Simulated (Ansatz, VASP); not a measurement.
## One calculation of La3LuO2, two programs

INCAR

```
SYSTEM = La3LuO2
  PREC = Accurate
  ENCUT = 520
  EDIFF = 1E-6
  ISMEAR = 0
  SIGMA = 0.1
  LREAL = .False.
  LASPH = .True.
  NELM = 80
  ALGO = Normal
  ISIF = 2
  LWAVE = .False.
  LCHARG = .False.
  GGA = PE
  NBANDS = 44
```

KPOINTS

```
regular mesh
0
Gamma
  3 3 6
  0 0 0
```

Contents of POSCAR:

```
La3LuO2
1.0
    6.4892104500      0.0000000000      0.0000000000
   -3.2446052300      5.6198211000      0.0000000000
    0.0000000000      0.0000000000      3.5867747300
La Lu O
3 1 2
Direct
    0.5000000000      0.0000000000      0.5000000000
    0.5000000000      0.5000000000      0.5000000000
    0.0000000000      0.5000000000      0.5000000000
    0.0000000000      0.0000000000      0.0000000000
    0.3333333300      0.6666666700      0.0000000000
    0.6666666700      0.3333333300      0.0000000000
```

Input for Ansatz:

```yaml
crystal:
  lattice:
    - [6.48921045, 0.0, 0.0]
    - [-3.24460523, 5.6198211, 0.0]
    - [0.0, 0.0, 3.58677473]
  atoms:
    - { symbol: La, position: [0.5, 0.0, 0.5] }
    - { symbol: La, position: [0.5, 0.5, 0.5] }
    - { symbol: La, position: [0.0, 0.5, 0.5] }
    - { symbol: Lu, position: [0.0, 0.0, 0.0] }
    - { symbol: O, position: [0.33333333, 0.66666667, 0.0] }
    - { symbol: O, position: [0.66666667, 0.33333333, 0.0] }
basis:
  ecutwfc: 420
kpoints:
  mp_grid: { grid: [3, 3, 6] }
hamiltonian:
  xc: pbe
scf:
  occupations: { method: gaussian, width: 0.1 }
  lower_state_search: "off"
output:
  forces: true
  stress: true
  eigenvalues: true
```

Change from the starting cell: species swapped into the ErB2Ru3 type (P6/mmm, No. 191).

Alike in both runs: task single point; functional PBE; k mesh 3 × 3 × 6; occupations gaussian, width 0.1 eV; no spin polarisation.

```csv
,VASP,Ansatz
version,VASP 6.6.1,Ansatz 0.2.0
potentials or method,"VASP PAW PBE potentials, release 64 (La, Lu, O)","scalar-relativistic, plane waves, PAW"
plane-wave cutoff (eV),520,420
valence electrons in the cell,70,70
```

|  | VASP | Ansatz | Ansatz less VASP |
| --- | --- | --- | --- |
| gap on the k mesh at the Fermi level (eV) | none | none | - |
| pressure (GPa) | 4.4 | 4.5 | +0.06 |
| largest component of the traceless stress (GPa) | 11.76 | 11.68 | -0.081 |

A gap of «none» marks a metal or a gap that the smearing closes.

Caveats: the k mesh is coarse (spacing up to 0.37 Å⁻¹), so the values aren't converged. Spin-orbit coupling is left out, which matters for the levels of La, Lu.
